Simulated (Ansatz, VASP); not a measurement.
# HfTeSe in two plane-wave programs, part 2 of 2

Aim: how closely do two programs agree when they are given the same cell, functional and k mesh? The cell is taken from a series of runs on this material, whose earlier steps may have relaxed, scaled, displaced or heated it; both programs get it as it stands.

VASP 6.6.1 and Ansatz 0.2.0.

So far: The structure; Ansatz: zone-centre phonons, PBEsol.

## Step 3: VASP: zone-centre phonons, PBEsol

Level of this step: PBEsol; plane waves and PAW (Hf_pv, Se, Te) (VASP).

The same cell, functional, mesh and smearing now go to VASP, with its own data sets.

Lines of VASP's logs that name or quote its potential files are left out, and so is its time.

INCAR

```
SYSTEM = HfTeSe
PREC = Accurate
ENCUT = 500
EDIFF = 1E-08
NELM = 120
ISMEAR = 1
SIGMA = 0.2
LREAL = .FALSE.
ALGO = Normal
GGA = PS
NBANDS = 17
LASPH = .TRUE.
LORBIT = 11
LWAVE = .FALSE.
LCHARG = .FALSE.
ISIF = 2
IBRION = 8
GGA_COMPAT = .FALSE.
NELMDL = -8
KPAR = 2
```

POSCAR

```
HfTeSe
1.0
    3.7926951833      0.0000000000      0.0000000000
   -1.8963475917      3.4487988965      0.0000000000
    0.0000000000      0.0000000000     30.0000000000
Hf Se Te
1 1 1
Direct
    0.0003777109      0.0007554219      0.3365366358
    0.3291886056      0.6583772112      0.3843033005
    0.6704336833      0.3408673667      0.2758267304
```

KPOINTS

```
Automatic mesh
0
Gamma
12 12 1
0 0 0
```

PAW data sets: Hf_pv, Se and Te (PBE family, release 64).

Started as:

```console
mpirun -np 2 vasp_std
```

Numbers of over 12 decimals in the logs are rounded to 6 here.

The log of the run:

```text
[banner, memory and clock lines left out]
running    2 mpi-ranks, on    1 nodes
 distrk:  each k-point on    1 cores,    2 groups
 distr:  one band on    1 cores,    1 groups

 POSCAR found type information on POSCAR HfSeTe
 POSCAR found :  3 types and       3 ions
|                                                                             |
|               ----> ADVICE to this user running VASP <----                  |
|                                                                             |
|     You enforced a specific xc type in the INCAR file but a different       |
|     [... a line on the potential file left out ...]
|     I HOPE YOU KNOW WHAT YOU ARE DOING!                                     |
|                                                                             |

 LDA part: xc-table for (Slater+PW92), standard interpolation
 POSCAR, INCAR and KPOINTS ok, starting setup
 FFT: planning ... GRIDC
 FFT: planning ... GRID_SOFT
 FFT: planning ... GRID
 WAVECAR not read
 entering main loop
       N       E                     dE             d eps       ncg     rms          rms(c)
DAV:   1     0.998059189012E+02    0.99806E+02   -0.86147E+03  1830   0.865E+02
DAV:   2    -0.104335056188E+02   -0.11024E+03   -0.10803E+03  1973   0.154E+02
DAV:   3    -0.219659213656E+02   -0.11532E+02   -0.11473E+02  2141   0.488E+01
DAV:   4    -0.221835698907E+02   -0.21765E+00   -0.21737E+00  2332   0.797E+00
DAV:   5    -0.221860149683E+02   -0.24451E-02   -0.24445E-02  2243   0.729E-01
DAV:   6    -0.221860607821E+02   -0.45814E-04   -0.45812E-04  2379   0.825E-02
DAV:   7    -0.221860614457E+02   -0.66364E-06   -0.66327E-06  2164   0.965E-03
DAV:   8    -0.221860614601E+02   -0.14362E-07   -0.14590E-07  2403   0.121E-03    0.440E+01
DAV:   9    -0.210740972323E+02    0.11120E+01   -0.34869E+00  1661   0.816E+00    0.317E+01
DAV:  10    -0.210168354053E+02    0.57262E-01   -0.16177E+00  1895   0.680E+00    0.915E+00
DAV:  11    -0.209549772372E+02    0.61858E-01   -0.27940E-01  1908   0.290E+00    0.141E+00
DAV:  12    -0.209525198312E+02    0.24574E-02   -0.37053E-02  1985   0.100E+00    0.372E-01
DAV:  13    -0.209522526434E+02    0.26719E-03   -0.28957E-03  1975   0.297E-01    0.182E-01
DAV:  14    -0.209520752329E+02    0.17741E-03   -0.37995E-04  2104   0.999E-02    0.131E-01
[...]
DAV:  25    -0.209527138497E+02   -0.41479E-05   -0.10397E-07  1809   0.715E-04    0.412E-04
DAV:  26    -0.209527151675E+02   -0.13178E-05   -0.13495E-08  1630   0.301E-04    0.271E-04
DAV:  27    -0.209527161790E+02   -0.10115E-05   -0.17276E-08  1500   0.342E-04    0.200E-04
DAV:  28    -0.209527162812E+02   -0.10218E-06    0.31059E-10  1819   0.929E-05    0.128E-04
DAV:  29    -0.209527163900E+02   -0.10885E-06    0.93158E-11  1421   0.778E-05    0.215E-05
DAV:  30    -0.209527164013E+02   -0.11243E-07    0.78324E-10  1546   0.265E-05    0.166E-05
DAV:  31    -0.209527164149E+02   -0.13663E-07    0.77217E-10  1377   0.247E-05    0.968E-06
DAV:  32    -0.209527164155E+02   -0.53910E-09    0.82708E-10  1113   0.837E-06
   1 F= -.20952716E+02 E0= -.20952632E+02  d E =-.253209E-03
 Linear response reoptimize wavefunctions to high precision
DAV:   1    -0.209527164167E+02   -0.12110E-08    0.82791E-10  1403   0.554E-06
DAV:   2    -0.209527164166E+02    0.34561E-10    0.82587E-10   901   0.188E-06
 Linear response DOF=           9
 Linear response progress:
  Degree of freedom:   1/  9
       N       E                     dE             d eps       ncg     rms          rms(c)
RMM:   1    -0.216500064148E+00   -0.21650E+00    0.44534E+00  2679   0.131E+01
RMM:   2    -0.224118135636E+00   -0.76181E-02   -0.40426E-02  3837   0.128E+00    0.522E-01
RMM:   3    -0.223716560885E+00    0.40157E-03   -0.21190E-03  5445   0.223E-01    0.173E-01
RMM:   4    -0.223374977049E+00    0.34158E-03   -0.20191E-04  5509   0.719E-02    0.134E-01
RMM:   5    -0.223005787449E+00    0.36919E-03   -0.46418E-05  5174   0.435E-02    0.863E-03
[...]
RMM:  14    -0.269071774549E+00   -0.95451E-07    0.24719E-07  3054   0.211E-04    0.225E-04
RMM:  15    -0.269071733306E+00    0.41243E-07    0.32511E-08  3467   0.984E-05    0.787E-05
RMM:  16    -0.269071684193E+00    0.49113E-07    0.81511E-10  3180   0.774E-05    0.109E-05
RMM:  17    -0.269071684895E+00   -0.70203E-09   -0.39513E-08  3069   0.948E-05    0.455E-05
 first order change of Fermi-energy   0.15309E+01
 force on displaced ion       1 direction 3 :  -0.000   0.817 -13.364
 Linear response progress:
  Degree of freedom:   4/  9
       N       E                     dE             d eps       ncg     rms          rms(c)
RMM:   1    -0.801172253518E-01   -0.80117E-01    0.90243E-02  6276   0.142E+00
RMM:   2    -0.806240008901E-01   -0.50678E-03   -0.28552E-03  4502   0.253E-01    0.382E-01
RMM:   3    -0.808171245344E-01   -0.19312E-03   -0.38915E-04  4484   0.957E-02    0.245E-01
RMM:   4    -0.813197978698E-01   -0.50267E-03   -0.26098E-04  4326   0.788E-02    0.308E-02
RMM:   5    -0.811658216330E-01    0.15398E-03   -0.24282E-05  4352   0.235E-02    0.178E-02
RMM:   6    -0.811542169045E-01    0.11605E-04   -0.33698E-06  4959   0.794E-03    0.669E-03
RMM:   7    -0.811692481043E-01   -0.15031E-04   -0.51400E-07  4433   0.353E-03    0.240E-03
[...]
first order change of Fermi-energy   0.19919E+00
 force on displaced ion       2 direction 2 :   0.000  -4.294   0.408
 Linear response progress:
  Degree of freedom:   6/  9
       N       E                     dE             d eps       ncg     rms          rms(c)
RMM:   1    -0.114283684794E+00   -0.11428E+00    0.93650E-02  3640   0.138E+00
RMM:   2    -0.114331737221E+00   -0.48052E-04   -0.20492E-03  2608   0.209E-01    0.356E-01
RMM:   3    -0.114208932849E+00    0.12280E-03   -0.44885E-04  2669   0.924E-02    0.226E-01
RMM:   4    -0.114315608824E+00   -0.10668E-03   -0.15000E-04  2661   0.480E-02    0.230E-02
RMM:   5    -0.114276755170E+00    0.38854E-04   -0.10160E-05  2532   0.138E-02    0.134E-02
RMM:   6    -0.114255990585E+00    0.20765E-04   -0.12217E-06  2724   0.474E-03    0.794E-03
RMM:   7    -0.114245995688E+00    0.99949E-05   -0.34954E-07  2717   0.240E-03    0.128E-03
RMM:   8    -0.114250703262E+00   -0.47076E-05   -0.66137E-08  2646   0.923E-04    0.118E-03
RMM:   9    -0.114251462060E+00   -0.75880E-06   -0.43666E-08  2649   0.607E-04    0.193E-04
RMM:  10    -0.114249998791E+00    0.14633E-05   -0.75374E-09  2564   0.261E-04    0.214E-04
RMM:  11    -0.114249473881E+00    0.52491E-06   -0.25038E-08  2734   0.314E-04    0.190E-04
RMM:  12    -0.114249650723E+00   -0.17684E-06   -0.70933E-09  2643   0.651E-05    0.133E-04
RMM:  13    -0.114249733605E+00   -0.82882E-07   -0.15676E-09  2828   0.136E-04    0.442E-05
RMM:  14    -0.114249699768E+00    0.33837E-07    0.63125E-09  2787   0.469E-05    0.376E-05
RMM:  15    -0.114249708676E+00   -0.89076E-08    0.46682E-09  2811   0.489E-05    0.142E-05
 first order change of Fermi-energy  -0.10161E+01
 force on displaced ion       2 direction 3 :  -0.000   0.418  -7.555
 Linear response progress:
  Degree of freedom:   7/  9
       N       E                     dE             d eps       ncg     rms          rms(c)
RMM:   1    -0.418187445660E-01   -0.41819E-01    0.35821E-02  6171   0.911E-01
RMM:   2    -0.428218288856E-01   -0.10031E-02   -0.18211E-03  4729   0.201E-01    0.252E-01
RMM:   3    -0.429155649611E-01   -0.93736E-04   -0.19610E-04  4419   0.714E-02    0.157E-01
RMM:   4    -0.431240872073E-01   -0.20852E-03   -0.80822E-05  4387   0.474E-02    0.105E-02
RMM:   5    -0.430980593592E-01    0.26028E-04   -0.46993E-06  4633   0.118E-02    0.615E-03
RMM:   6    -0.430849332217E-01    0.13126E-04   -0.84116E-07  4568   0.488E-03    0.221E-03
RMM:   7    -0.430859929616E-01   -0.10597E-05   -0.91926E-08  4850   0.144E-03    0.151E-03
RMM:   8    -0.430841155228E-01    0.18774E-05   -0.24169E-08  4516   0.585E-04    0.500E-04
RMM:   9    -0.430844847124E-01   -0.36919E-06   -0.71887E-08  4900   0.207E-04    0.260E-04
RMM:  10    -0.430845436855E-01   -0.58973E-07   -0.64387E-09  4827   0.845E-05    0.744E-05
RMM:  11    -0.430844895921E-01    0.54093E-07    0.25187E-08  4969   0.280E-05    0.198E-05
RMM:  12    -0.430844750420E-01    0.14550E-07   -0.73219E-09  4889   0.135E-05    0.732E-06
RMM:  13    -0.430844702398E-01    0.48022E-08   -0.89366E-09  4731   0.904E-06    0.204E-06
 first order change of Fermi-energy  -0.90111E-03
 force on displaced ion       3 direction 1 :  -2.806  -0.002   0.002
 Linear response progress:
  Degree of freedom:   8/  9
       N       E                     dE             d eps       ncg     rms          rms(c)
RMM:   1    -0.428907902367E-01   -0.42891E-01    0.40204E-02  3592   0.917E-01
RMM:   2    -0.439556383299E-01   -0.10648E-02   -0.18776E-03  2719   0.205E-01    0.259E-01
RMM:   3    -0.440558663191E-01   -0.10023E-03   -0.20825E-04  2540   0.737E-02    0.161E-01
RMM:   4    -0.442803041592E-01   -0.22444E-03   -0.90332E-05  2534   0.499E-02    0.114E-02
RMM:   5    -0.442511077780E-01    0.29196E-04   -0.53702E-06  2668   0.125E-02    0.692E-03
RMM:   6    -0.442382202823E-01    0.12887E-04   -0.89797E-07  2660   0.516E-03    0.247E-03
RMM:   7    -0.442388450432E-01   -0.62476E-06   -0.52730E-08  2800   0.145E-03    0.183E-03
RMM:   8    -0.442375783676E-01    0.12667E-05   -0.19285E-08  2722   0.578E-04    0.761E-04
RMM:   9    -0.442374380394E-01    0.14033E-06   -0.20065E-09  2781   0.214E-04    0.180E-04
RMM:  10    -0.442377188959E-01   -0.28086E-06   -0.57394E-09  2699   0.100E-04    0.116E-04
RMM:  11    -0.442376754346E-01    0.43461E-07    0.13837E-08  2711   0.400E-05    0.127E-05
RMM:  12    -0.442376549175E-01    0.20517E-07    0.90747E-09  2681   0.211E-05    0.956E-06
RMM:  13    -0.442376327094E-01    0.22208E-07   -0.66875E-10  2615   0.267E-05    0.152E-05
RMM:  14    -0.442376416477E-01   -0.89383E-08    0.52291E-09  2573   0.926E-06    0.126E-05
 first order change of Fermi-energy  -0.21367E-01
 force on displaced ion       3 direction 2 :   0.000  -2.815   0.332
 Linear response progress:
  Degree of freedom:   9/  9
       N       E                     dE             d eps       ncg     rms          rms(c)
RMM:   1    -0.778657534062E-01   -0.77866E-01    0.57425E-02  3570   0.958E-01
RMM:   2    -0.782270341711E-01   -0.36128E-03   -0.23675E-03  2766   0.236E-01    0.456E-01
RMM:   3    -0.781365835098E-01    0.90451E-04   -0.28480E-04  2517   0.852E-02    0.278E-01
RMM:   4    -0.781927035886E-01   -0.56120E-04   -0.88133E-05  2536   0.430E-02    0.481E-02
RMM:   5    -0.781820301410E-01    0.10673E-04   -0.12697E-05  2554   0.178E-02    0.132E-02
RMM:   6    -0.781695866684E-01    0.12443E-04   -0.15517E-06  2580   0.585E-03    0.709E-03
RMM:   7    -0.781642504535E-01    0.53362E-05   -0.44900E-07  2759   0.276E-03    0.287E-03
RMM:   8    -0.781691244015E-01   -0.48739E-05   -0.49421E-08  2589   0.127E-03    0.209E-03
RMM:   9    -0.781700271200E-01   -0.90272E-06   -0.69187E-09  2823   0.447E-04    0.136E-03
RMM:  10    -0.781701286976E-01   -0.10158E-06   -0.22245E-08  2594   0.405E-04    0.412E-04
RMM:  11    -0.781712856400E-01   -0.11569E-05   -0.91802E-09  2574   0.236E-04    0.203E-04
RMM:  12    -0.781716875805E-01   -0.40194E-06   -0.45056E-10  2687   0.139E-04    0.122E-04
RMM:  13    -0.781726910421E-01   -0.10035E-05   -0.29265E-08  2873   0.305E-04    0.981E-05
RMM:  14    -0.781727430521E-01   -0.52010E-07   -0.25869E-08  2834   0.775E-05    0.339E-05
RMM:  15    -0.781728013335E-01   -0.58281E-07   -0.13976E-08  2879   0.615E-05    0.265E-05
RMM:  16    -0.781727988297E-01    0.25039E-08   -0.47957E-08  2839   0.386E-05    0.346E-05
 first order change of Fermi-energy  -0.51562E+00
 force on displaced ion       3 direction 3 :  -0.000   0.322  -8.372
 Linear response finished
```

Parts of OUTCAR (step 3):

```text
ion  position               nearest neighbor table
   1  0.000  0.001  0.337-   2 2.65   2 2.65   2 2.68   3 2.88   3 2.88   3 2.91
   2  0.329  0.658  0.384-   1 2.65   1 2.65   1 2.68
   3  0.670  0.341  0.276-   1 2.88   1 2.88   1 2.91

  LATTYP: Found a base centered orthorhombic cell.
 ALAT       =     3.7926951833
 B/A-ratio  =     1.8186533480
 C/A-ratio  =     7.9099422838

 Subroutine GETGRP returns: Found  2 space group operations
 (whereof  2 operations were pure point group operations)

The static configuration has the point symmetry C_1h.

 Found     43 irreducible k-points:

   k-points           NKPTS =     43   k-points in BZ     NKDIM =     43   number of bands    NBANDS=     17

   dimension x,y,z NGX =    28 NGY =   30 NGZ =  224
   dimension x,y,z NGXF=    56 NGYF=   60 NGZF=  448

   ENCUT  =  500.0 eV  36.75 Ry    6.06 a.u.   6.91  7.18 54.70*2*pi/ulx,y,z

   NELECT =      22.0000    total number of electrons

 k-points in reciprocal lattice and weights: Automatic mesh
   0.00000000  0.00000000  0.00000000       0.007
   0.08333333  0.00000000  0.00000000       0.028
   0.16666667  0.00000000  0.00000000       0.028
   0.25000000  0.00000000  0.00000000       0.028
   0.33333333 -0.00000000  0.00000000       0.028
   0.41666667  0.00000000  0.00000000       0.028
   0.50000000  0.00000000  0.00000000       0.014
   0.00000000  0.08333333  0.00000000       0.014
   0.08333333  0.08333333  0.00000000       0.028
[...]
0.16666667  0.41666667  0.00000000       0.014
   0.00000000  0.50000000  0.00000000       0.007

 average (electrostatic) potential at core
       1 -46.0765       2 -60.9992       3 -96.5405

  Total       -0.4094374     -2.1434733     -0.0760357      0.0000000      0.0020857     -0.0000000
  in kB       -1.6717105     -8.7516835     -0.3104497      0.0000000      0.0085158     -0.0000000
  external PRESSURE =      -3.5779479 kB  Pullay stress =       0.0000000 kB

  energy-cutoff  :      500.00
  volume of cell :      392.41
      direct lattice vectors                 reciprocal lattice vectors
     3.792695183  0.000000000  0.000000000     0.263664743  0.144978010  0.000000000
    -1.896347592  3.448798897  0.000000000     0.000000000  0.289956019  0.000000000
     0.000000000  0.000000000 30.000000000     0.000000000  0.000000000  0.033333333

 POSITION                                       TOTAL-FORCE (eV/Angst)
 -----------------------------------------------------------------------------------
     -0.00000      0.00261     10.09610         0.000000     -0.000800      0.015597
     -0.00000      2.27061     11.52910        -0.000000      0.001136     -0.029963
      1.89635      1.17558      8.27480         0.000000     -0.000336      0.014366
 -----------------------------------------------------------------------------------
    total drift:                               -0.000000     -0.000088      0.000006

 Eigenvectors and eigenvalues of the dynamical matrix
 ----------------------------------------------------

   1 f  =    5.982668 THz    37.590210 2PiTHz  199.560313 cm-1    24.742314 meV
             X         Y         Z           dx          dy          dz
     -0.000000  0.002605 10.096099    -0.000000    0.063784   -0.687648
     -0.000000  2.270611 11.529099     0.000000   -0.080002    0.653393
      1.896348  1.175583  8.274802    -0.000000   -0.012278    0.299331

   2 f  =    4.714386 THz    29.621364 2PiTHz  157.255005 cm-1    19.497127 meV
             X         Y         Z           dx          dy          dz
     -0.000000  0.002605 10.096099    -0.000000    0.007295    0.245088
     -0.000000  2.270611 11.529099     0.000000   -0.079876    0.595962
      1.896348  1.175583  8.274802    -0.000000    0.054542   -0.758520

   3 f  =    4.142514 THz    26.028185 2PiTHz  138.179403 cm-1    17.132055 meV
             X         Y         Z           dx          dy          dz
     -0.000000  0.002605 10.096099    -0.341555    0.000000    0.000000
     -0.000000  2.270611 11.529099     0.891761   -0.000000   -0.000000
      1.896348  1.175583  8.274802    -0.296822    0.000000    0.000000

   4 f  =    4.064525 THz    25.538162 2PiTHz  135.577953 cm-1    16.809516 meV
             X         Y         Z           dx          dy          dz
     -0.000000  0.002605 10.096099     0.000000    0.333747    0.039515
     -0.000000  2.270611 11.529099    -0.000000   -0.884337   -0.112881
      1.896348  1.175583  8.274802     0.000000    0.300814    0.042044

   5 f  =    2.580045 THz    16.210899 2PiTHz   86.061029 cm-1    10.670203 meV
             X         Y         Z           dx          dy          dz
     -0.000000  0.002605 10.096099     0.000000   -0.649039   -0.044378
     -0.000000  2.270611 11.529099    -0.000000    0.011341    0.012715
      1.896348  1.175583  8.274802    -0.000000    0.758065    0.042723

   6 f  =    2.578507 THz    16.201235 2PiTHz   86.009721 cm-1    10.663842 meV
             X         Y         Z           dx          dy          dz
     -0.000000  0.002605 10.096099    -0.647347   -0.000000   -0.000000
     -0.000000  2.270611 11.529099     0.005747    0.000000    0.000000
      1.896348  1.175583  8.274802     0.762173    0.000000    0.000000

   7 f/i=    0.000559 THz     0.003512 2PiTHz    0.018643 cm-1     0.002311 meV
             X         Y         Z           dx          dy          dz
     -0.000000  0.002605 10.096099     0.000000    0.041875   -0.679541
     -0.000000  2.270611 11.529099     0.000000    0.027922   -0.451925
      1.896348  1.175583  8.274802     0.000000    0.035617   -0.574618

   8 f/i=    0.001564 THz     0.009826 2PiTHz    0.052166 cm-1     0.006468 meV
             X         Y         Z           dx          dy          dz
     -0.000000  0.002605 10.096099     0.000000   -0.679327   -0.042008
     -0.000000  2.270611 11.529099     0.000000   -0.451950   -0.027714
      1.896348  1.175583  8.274802     0.000000   -0.574851   -0.035624

   9 f/i=    0.002320 THz     0.014579 2PiTHz    0.077399 cm-1     0.009596 meV
             X         Y         Z           dx          dy          dz
     -0.000000  0.002605 10.096099     0.681382    0.000000    0.000000
     -0.000000  2.270611 11.529099     0.452471    0.000000    0.000000
      1.896348  1.175583  8.274802     0.575316    0.000000    0.000000

 ELASTIC MODULI CONTR FROM IONIC RELAXATION (kBar)
 Direction    XX          YY          ZZ          XY          YZ          ZX
 --------------------------------------------------------------------------------
 XX         -89.7150    -56.5748   -122.1531      0.0000     47.3548     -0.0000
 YY         -56.5748    -73.4671   -112.4827      0.0000    -28.8200      0.0000
 ZZ        -122.1531   -112.4827   -204.7592      0.0000      7.1585     -0.0000
 XY           0.0000      0.0000      0.0000    -20.2027      0.0000     44.8205
 YZ          47.3548    -28.8200      7.1585      0.0000   -118.4867      0.0000
 ZX          -0.0000      0.0000     -0.0000     44.8205      0.0000   -102.6398
 --------------------------------------------------------------------------------
```

Harder data sets than Hf_pv exist (the GW ones), and pressures, volumes and forces can shift noticeably with them.

## Step 4: Side by side

Known differences besides the potentials themselves: Ansatz cuts the interaction across the vacuum, VASP repeats the sheet without a dipole correction; the data sets hold 58 valence electrons in Ansatz (on its PAW soft_1 files) and 22 in VASP; the cutoff is 420 eV in Ansatz and 500 eV in VASP; Ansatz makes its cores anew for this functional, VASP keeps those of its PBE data sets. Total energies have different zeros and are not compared.

Compared:

| quantity | Ansatz | VASP | difference |
| --- | --- | --- | --- |
| optical mode 1 (cm⁻¹) | 86.5 | 86.0 | +0.54 % |
| optical mode 2 (cm⁻¹) | 86.6 | 86.1 | +0.67 % |
| optical mode 3 (cm⁻¹) | 135.9 | 135.6 | +0.24 % |
| optical mode 4 (cm⁻¹) | 138.3 | 138.2 | +0.12 % |
| optical mode 5 (cm⁻¹) | 157.1 | 157.3 | -0.07 % |
| optical mode 6 (cm⁻¹) | 199.7 | 199.6 | +0.08 % |

Modes are paired by rising frequency, not by their patterns, so a pair may set unlike modes beside each other; they are those without the splitting of longitudinal modes. Where the cell holds vacuum, a pressure given here is an average over it and none of the material.

## Step 5: What came out

```
r.m.s. difference of the optical zone-centre modes, each program's sorted by frequency (zone-centre phonons, PBEsol) : 0.35 cm⁻¹
difference in optical mode 2 (zone-centre phonons, PBEsol)                                                           : +0.7 %
```

What this shows: The r.m.s. difference of the optical zone-centre modes, each program's sorted by frequency is 0.35 cm⁻¹ (zone-centre phonons, PBEsol). The data sets hold unlike numbers of valence electrons (58 in Ansatz and 22 in VASP), so part of the differences may come from the potentials. Among the rows given in per cent, the largest difference of the zone-centre phonons, PBEsol pair is in optical mode 2, +0.7 %. Such differences can come from data sets, numerical settings and the points named under the comparisons, not from the functional's error against experiment.

[Lines on the potential files, build, host, timing and source positions are cut from VASP's logs without a mark.]

[Logs are printed without paths, hosts, clocks, repeated set-up lines and the standing remarks that a program may print on its own settings, such as how far it seeks lower states.]

[Hosts, paths, dates, database ids (printed as entryN), source tags and the programs' standing remarks are cut or masked in the printed files.]
